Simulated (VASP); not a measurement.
Here is a VASP 6.6.1 calculation.

Contents of INCAR:

```
SYSTEM = Mo
ALGO = Fast
EDIFF = 1E-7
EDIFFG = -0.002
ENCUT = 350
IBRION = 2
ISIF = 3
ISMEAR = 0
LASPH = .TRUE.
LCHARG = .FALSE.
LREAL = .FALSE.
LWAVE = .FALSE.
NELM = 60
NSW = 80
PREC = Accurate
PSTRESS = 220.0
SIGMA = 0.1
```

KPOINTS

```
k-points
0
G
  10 10 10
  0 0 0
```

The input POSCAR:

```
Mo
1.0
   -1.5734150000      1.5734150000      1.5734150000
    1.5734150000     -1.5734150000      1.5734150000
    1.5734150000      1.5734150000     -1.5734150000
Mo
1
Direct
    0.0000000000      0.0000000000      0.0000000000
```

Potentials or basis: VASP PAW LDA potentials, release 64 (Mo_sv).

Launch:

```bash
$ cat potpaw_LDA.64/Mo_sv/POTCAR > POTCAR
$ mpirun -np 1 vasp_std > vasp.out
```

Task: What does it give for the relaxed volume?

Result: 14.07 Å³/atom.

Task: Predict the band gap on the k mesh.

Result: None (metal or under the smearing width).

Task: What does it give for the relaxed cell?

Result: a = 2.634 Å, b = 2.634 Å, c = 2.634 Å, α = 109.47°, β = 109.47°, γ = 109.47°.

Task: What does it give for the space group after relaxing (to 0.05 Å)?

Result: Im-3m (No. 229).

Final structure:
```
Mo
1.0
    -1.52096    1.52096    1.52096
     1.52096   -1.52096    1.52096
     1.52096    1.52096   -1.52096
Mo
1
Direct
  0.00000 0.00000 0.00000
```

Caveat: the cell is relaxed towards a set pressure, so the enthalpy falls and the energy may rise. LDA usually gives volumes a few per cent too small.
